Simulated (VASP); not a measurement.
Computed with PBE GGA, VASP's PBE PAW potentials (set 64) (plane waves; VASP 6.6.1).

VASP input:

**INCAR**
```
# general
SYSTEM = C
PREC   = Accurate
ENCUT  = 520
LREAL  = .FALSE.
LASPH  = .TRUE.
ISYM   = 3

# electronic loop
EDIFF  = 1E-6
NELM   = 100
ALGO   = Normal

# smearing
ISMEAR = 0
SIGMA  = 0.05

# functional
GGA    = PE

# ions
ISIF   = 2

# output
LWAVE  = .FALSE.
LCHARG = .FALSE.
```

### POSCAR
```
C
1
    0.0000000000     1.7835000000     1.7835000000
    1.7835000000     0.0000000000     1.7835000000
    1.7835000000     1.7835000000     0.0000000000
C
2
Direct
  0.0000000000   0.0000000000   0.0000000000
  0.2500000000   0.2500000000   0.2500000000
```

File KPOINTS:
```
Automatic mesh
0
Gamma
11 11 11
0 0 0
```

POTCAR, in this order: C (PBE.64 set). Program: vasp_std.

What VASP printed:

**OSZICAR**
```
       N       E                     dE             d eps       ncg     rms          rms(c)
DAV:   1    -0.279346927569E+01   -0.27935E+01   -0.49806E+03   936   0.983E+02
DAV:   2    -0.187297850647E+02   -0.15936E+02   -0.15578E+02  1432   0.108E+02
DAV:   3    -0.188235528117E+02   -0.93768E-01   -0.93768E-01   912   0.107E+01
DAV:   4    -0.188237065985E+02   -0.15379E-03   -0.15379E-03  1296   0.452E-01
DAV:   5    -0.188237066386E+02   -0.40047E-07   -0.40046E-07   936   0.540E-03
```

File stdout:
```
 POSCAR found type information on POSCAR C
 POSCAR found :  1 types and       2 ions
 Reading from existing POTCAR
 Reading from existing POTCAR
 LDA part: xc-table for (Slater+PW92), standard interpolation
 POSCAR, INCAR and KPOINTS ok, starting setup
 WAVECAR not read
 entering main loop
       N       E                     dE             d eps       ncg     rms          rms(c)
DAV:   1    -0.279346927569E+01   -0.27935E+01   -0.49806E+03   936   0.983E+02
DAV:   2    -0.187297850647E+02   -0.15936E+02   -0.15578E+02  1432   0.108E+02
DAV:   3    -0.188235528117E+02   -0.93768E-01   -0.93768E-01   912   0.107E+01
DAV:   4    -0.188237065985E+02   -0.15379E-03   -0.15379E-03  1296   0.452E-01
DAV:   5    -0.188237066386E+02   -0.40047E-07   -0.40046E-07   936   0.540E-03
 -----------------------------------------------------------------------------
|                     _     ____    _    _    _____     _                     |
|                    | |   |  _ \  | |  | |  / ____|   | |                    |
|                    | |   | |_) | | |  | | | |  __    | |                    |
|                    |_|   |  _ <  | |  | | | | |_ |   |_|                    |
|                     _    | |_) | | |__| | | |__| |    _                     |
|                    (_)   |____/   \____/   \_____|   (_)                    |
|                                                                             |
|                                                                             |
|     internal error in CHECK_FULL_KPOINTS: KPOINTS_FULL not properly         |
|     initialised                                                             |
|                                                                             |
|     If you are not a developer, you should not encounter this problem.      |
|     Please submit a bug report.                                             |
|                                                                             |
 -----------------------------------------------------------------------------
```

VASP stops with an error: internal error in CHECK_FULL_KPOINTS: KPOINTS_FULL not properly initialised If you are not a developer, you should not encounter this problem. Please submit a bug report.

The compound is C in the diamond structure. The cell was not relaxed at this level. The run is one of a series of settings (ISYM = 3 against the base run), some of them coarse on purpose.
